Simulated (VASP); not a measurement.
A run of VASP 6.6.1:

The input INCAR:

```
PREC     = Accurate       # precision mode
ENCUT    = 520            # plane-wave cutoff, eV
EDIFF    = 1E-6           # SCF threshold, eV
ISMEAR   = 1              # smearing method
SIGMA    = 0.05           # smearing width, eV
LREAL    = False          # projectors in reciprocal space
LASPH    = True           # aspherical terms in the spheres
NELM     = 100            # most SCF steps
ALGO     = Normal         # electronic algorithm
ISIF     = 2              # what is computed and relaxed
LWAVE    = False          # write WAVECAR
LCHARG   = False          # write CHGCAR
GGA      = PE             # functional
NBANDS   = 52             # bands
```

Contents of KPOINTS:

```
regular mesh
0
Gamma
  4 4 4
```

POSCAR

```
Yb3TlC
1.0
    4.9256442352      0.0000000000      0.0000000000
    0.0000000000      4.9256442352      0.0000000000
    0.0000000000      0.0000000000      4.9256442352
Tl C Yb
1 1 3
Direct
    0.0000000000      0.0000000000      0.0000000000
    0.5000000000      0.5000000000      0.5000000000
    0.5000000000      0.5000000000      0.0000000000
    0.0000000000      0.5000000000      0.5000000000
    0.5000000000      0.0000000000      0.5000000000
```

Potentials or basis: VASP PAW PBE potentials, release 64 (Tl_d, C, Yb).

Run with:

```bash
$ cat potpaw_PBE.64/Tl_d/POTCAR potpaw_PBE.64/C/POTCAR potpaw_PBE.64/Yb/POTCAR > POTCAR
$ mpirun -np 1 vasp_std > vasp.out
```

Hardware: 1 thread of Intel(R) Xeon(R) Platinum 8488C (Sapphire Rapids), on a shared host.

**Question.** Estimate the wall time of this run.

**Answer.** Wall time 2.6 min on 1 thread of Intel(R) Xeon(R) Platinum 8488C (Sapphire Rapids), with other jobs on the host, peak memory 0.27 GiB. Counts: scf iterations 32, k points 10.
